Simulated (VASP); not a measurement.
Elastic constants (GPa) of a crystal from PBE GGA, VASP's PBE PAW potentials (set 64) (VASP 6.6.1):

|  | xx | yy | zz | yz | xz | xy |
|---|---|---|---|---|---|---|
| xx | 19.0 | 10.1 | 10.1 | 0.0 | 0.0 | 0.0 |
| yy | 10.1 | 19.0 | 10.1 | 0.0 | 0.0 | 0.0 |
| zz | 10.1 | 10.1 | 19.0 | 0.0 | 0.0 | 0.0 |
| yz | 0.0 | 0.0 | 0.0 | 15.2 | 0.0 | 0.0 |
| xz | 0.0 | 0.0 | 0.0 | 0.0 | 15.2 | 0.0 |
| xy | 0.0 | 0.0 | 0.0 | 0.0 | 0.0 | 15.2 |

The 4f electrons are frozen in the core of the lanthanide potential, so 4f levels, which can set the real gap, and their magnetism are missing. Finite-difference elastic constants of metals are sensitive to mesh and smearing; shear constants can be off by tens of GPa.

Problem. Work out the Voigt, Reuss and Hill moduli, Young's modulus and Poisson's ratio.

Solution. All eigenvalues are positive (smallest 8.9 GPa), so the crystal is stable. K_V = (C11+C22+C33+2(C12+C13+C23))/9 = (57.0 + 2×30.3)/9 = 13.1 GPa; G_V = (57.0 − 30.3 + 3×45.6)/15 = 10.9 GPa. From the compliances, K_R = 13.1 GPa and G_R = 7.7 GPa. Hill: K = 13.1 GPa, G = 9.3 GPa, E = 9KG/(3K+G) = 22.6 GPa, ν = (3K−2G)/(2(3K+G)) = 0.212. K/G = 1.40, below Pugh's 1.75; universal anisotropy A^U = 2.05.

Problem. With a density of 5.71 g/cm³, what are the mean sound speeds?

Solution. v_l = √((K+4G/3)/ρ) = 2.11 km/s and v_t = √(G/ρ) = 1.28 km/s. The crystal is Eu (bcc), cubic.

The compound is Eu in the bcc structure. It was relaxed first, which changed the volume by -8 %.
